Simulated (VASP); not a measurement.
Output of a VASP run:

### OUTCAR
```
 ion  position               nearest neighbor table
   1  0.500  0.500  0.500-   2 2.48   2 2.48   2 2.48   2 2.48   2 2.48   2 2.48   2 2.48   2 2.48
  LATTYP: Found a simple tetragonal cell.
 ALAT       =     2.6615306542
 C/A-ratio  =     1.2159844403
 Subroutine PRICEL returns:
 Original cell was already a primitive cell.
 Subroutine GETGRP returns: Found 16 space group operations
The static configuration has the point symmetry D_4h.
The dynamic configuration has the point symmetry D_4h.
The overall configuration has the point symmetry D_4h.
 Subroutine INISYM returns: Found 16 space group operations
 Subroutine IBZKPT returns following result:
 Found    168 irreducible k-points:

 Following reciprocal coordinates:
            Coordinates               Weight
  0.000000  0.000000  0.000000      1.000000
  0.083333  0.000000  0.000000      4.000000
  0.166667  0.000000  0.000000      4.000000
  0.250000  0.000000  0.000000      4.000000
  0.333333  0.000000  0.000000      4.000000
  0.416667  0.000000  0.000000      4.000000
  0.500000  0.000000  0.000000      2.000000
  0.083333  0.083333  0.000000      4.000000
  0.166667  0.083333  0.000000      8.000000
  0.250000  0.083333  0.000000      8.000000
  0.333333  0.083333  0.000000      8.000000
  0.416667  0.083333  0.000000      8.000000
  0.500000  0.083333  0.000000      4.000000
  0.166667  0.166667  0.000000      4.000000
  0.250000  0.166667  0.000000      8.000000
  0.333333  0.166667  0.000000      8.000000
  0.416667  0.166667  0.000000      8.000000
  0.500000  0.166667  0.000000      4.000000
  0.250000  0.250000  0.000000      4.000000
  0.333333  0.250000  0.000000      8.000000
  0.416667  0.250000  0.000000      8.000000
  0.500000  0.250000  0.000000      4.000000
  0.333333  0.333333  0.000000      4.000000
  0.416667  0.333333  0.000000      8.000000
  0.500000  0.333333  0.000000      4.000000
  0.416667  0.416667  0.000000      4.000000
  0.500000  0.416667  0.000000      4.000000
  0.500000  0.500000  0.000000      1.000000
  0.000000  0.000000  0.100000      2.000000
  0.083333  0.000000  0.100000      8.000000
  0.166667  0.000000  0.100000      8.000000
  0.250000  0.000000  0.100000      8.000000
  0.333333  0.000000  0.100000      8.000000
  0.416667  0.000000  0.100000      8.000000
  0.500000  0.000000  0.100000      4.000000
  0.083333  0.083333  0.100000      8.000000
  0.166667  0.083333  0.100000     16.000000
  0.250000  0.083333  0.100000     16.000000
  0.333333  0.083333  0.100000     16.000000
  0.416667  0.083333  0.100000     16.000000
   k-points           NKPTS =    168   k-points in BZ     NKDIM =    168   number of bands    NBANDS=     30
   number of dos      NEDOS =    301   number of ions     NIONS =      2
   total plane-waves  NPLWV =   7776
   dimension x,y,z NGX =    18 NGY =   18 NGZ =   24
   dimension x,y,z NGXF=    36 NGYF=   36 NGZF=   48
   ions per type =               1   1
   PREC   = accura    normal or accurate (medium, high low for compatibility)
   ISTART =      0    job   : 0-new  1-cont  2-samecut
   ICHARG =      2    charge: 1-file 2-atom 10-const
   ISPIN  =      1    spin polarized calculation?
   LNONCOLLINEAR =      T non collinear calculations
   LSORBIT =      T    spin-orbit coupling
   INIWAV =      1    electr: 0-lowe 1-rand  2-diag
   ENCUT  =  400.0 eV  29.40 Ry    5.42 a.u.   4.34  4.34  5.28*2*pi/ulx,y,z
   NELM   =    100;   NELMIN=  2; NELMDL= -5     # of ELM steps
   EDIFF  = 0.1E-05   stopping-criterion for ELM
   LREAL  =      F    real-space projection
   NLSPLINE    = F    spline interpolate recip. space projectors
   LMAXMIX     =    4 max onsite mixed and CHGCAR
   VOSKOWN=      0    Vosko Wilk Nusair interpolation
   EDIFFG = 0.1E-04   stopping-criterion for IOM
   NSW    =      0    number of steps for IOM
   NBLOCK =      1;   KBLOCK =      1    inner block; outer block
...
```

### OSZICAR
```
       N       E                     dE             d eps       ncg     rms          rms(c)
DAV:   1     0.121325849063E+03    0.12133E+03   -0.86365E+03 10664   0.192E+03
DAV:   2    -0.114295782133E+01   -0.12247E+03   -0.11693E+03 10128   0.348E+02
DAV:   3    -0.929119269898E+01   -0.81482E+01   -0.80240E+01 11292   0.110E+02
DAV:   4    -0.940320354504E+01   -0.11201E+00   -0.11196E+00 11464   0.135E+01
DAV:   5    -0.940606342922E+01   -0.28599E-02   -0.28598E-02 11836   0.175E+00    0.112E+01
DAV:   6    -0.976885214211E+01   -0.36279E+00   -0.10718E+01 11544   0.741E+01    0.110E+01
DAV:   7    -0.830122257846E+01    0.14676E+01   -0.60499E+00 11536   0.835E+01    0.417E+00
DAV:   8    -0.830043790481E+01    0.78467E-03   -0.47101E-01 11338   0.111E+01    0.160E+00
DAV:   9    -0.828750506952E+01    0.12933E-01   -0.24255E-02 11952   0.244E+00    0.360E-01
DAV:  10    -0.828708741942E+01    0.41765E-03   -0.25970E-03 10762   0.675E-01    0.946E-02
DAV:  11    -0.828707304147E+01    0.14378E-04   -0.11028E-04 14382   0.300E-01    0.508E-02
DAV:  12    -0.828706913901E+01    0.39025E-05   -0.28774E-05 11578   0.769E-02    0.103E-02
DAV:  13    -0.828706815280E+01    0.98621E-06   -0.77042E-06 11368   0.840E-02
   1 F= -.82870682E+01 E0= -.82866996E+01  d E =-.737164E-03  mag=     0.0000    -0.0000    -0.0000
       N       E                     dE             ncg
```

**OUTCAR**
```
------------------------ aborting loop because EDIFF is reached ----------------------------------------
  FORCE on cell =-STRESS in cart. coord.  units (eV):
  Direction    XX          YY          ZZ          XY          YZ          ZX
  --------------------------------------------------------------------------------------
  Total        0.0034363      0.0034363      0.0219509      0.0000000      0.0000000      0.0000000
  in kB        0.2401448      0.2401448      1.5340542      0.0000000      0.0000000      0.0000000
  external PRESSURE =       0.6714480 kB  Pullay stress =       0.0000000 kB
  volume of cell :       22.93
      direct lattice vectors                 reciprocal lattice vectors
     2.661530654  0.000000000  0.000000000     0.375723645  0.000000000  0.000000000
     0.000000000  2.661530654  0.000000000     0.000000000  0.375723645  0.000000000
     0.000000000  0.000000000  3.236379863     0.000000000  0.000000000  0.308987215
 POSITION                                       TOTAL-FORCE (eV/Angst)
 -----------------------------------------------------------------------------------
      1.33077      1.33077      1.61819         0.000000      0.000000      0.000000
      0.00000      0.00000      0.00000         0.000000      0.000000      0.000000
 -----------------------------------------------------------------------------------
    total drift:                                0.000000      0.000000      0.000000
  FREE ENERGIE OF THE ION-ELECTRON SYSTEM (eV)
  ---------------------------------------------------
  free  energy   TOTEN  =        -8.2870681528 eV

  energy  without entropy=       -8.2863309886  energy(sigma->0) =       -8.28669957

 Ion:    1  E_soc:     -0.0105368

 Ion:    2  E_soc:     -0.0168524
```
(Selected blocks of OUTCAR.)

### POSCAR
```
ZnNi
1
    2.6615306542     0.0000000000     0.0000000000
    0.0000000000     2.6615306542    -0.0000000000
    0.0000000000     0.0000000000     3.2363798630
Zn Ni
1 1
Direct
  0.5000000000   0.5000000000   0.5000000000
  0.0000000000   0.0000000000   0.0000000000
```

Problem. Write an INCAR and KPOINTS that could have produced this output.

Solution. This is not unique; one that fits is the input of the run itself, PBEsol GGA with spin-orbit coupling, plane waves, VASP's PBE PAW potentials (set 64).

INCAR:
```
ALGO = Normal
EDIFF = 1E-6
ENCUT = 400
GGA = PS
GGA_COMPAT = .FALSE.
ISMEAR = 0
LASPH = .TRUE.
LCHARG = .FALSE.
LMAXMIX = 4
LREAL = .FALSE.
LSORBIT = .TRUE.
LWAVE = .FALSE.
MAGMOM = 6*0
NELM = 100
PREC = Accurate
SIGMA = 0.05
SYSTEM = ZnNi
```

**KPOINTS**
```
Automatic mesh
0
Gamma
12 12 10
0 0 0
```

### KPOINTS_OPT
```
k-points along high-symmetry lines
5
Line-mode
Reciprocal
  0.000000   0.000000   0.000000 ! GAMMA
  0.000000   0.500000   0.000000 ! X

  0.000000   0.500000   0.000000 ! X
  0.500000   0.500000   0.000000 ! M

  0.500000   0.500000   0.000000 ! M
  0.000000   0.000000   0.000000 ! GAMMA

  0.000000   0.000000   0.000000 ! GAMMA
  0.000000   0.000000   0.500000 ! Z

  0.000000   0.000000   0.500000 ! Z
  0.000000   0.500000   0.500000 ! R

  0.000000   0.500000   0.500000 ! R
  0.500000   0.500000   0.500000 ! A

  0.500000   0.500000   0.500000 ! A
  0.000000   0.000000   0.500000 ! Z

  0.000000   0.500000   0.000000 ! X
  0.000000   0.500000   0.500000 ! R

  0.500000   0.500000   0.000000 ! M
  0.500000   0.500000   0.500000 ! A
```

POTCAR, in this order: Zn Ni (PBE.64 set). Program: vasp_ncl.

The structure comes from a measured ZnNi entry (P4/mmm) of the Crystallography Open Database, whose conditions weren't checked. It was relaxed first, which changed the volume by -6 %.
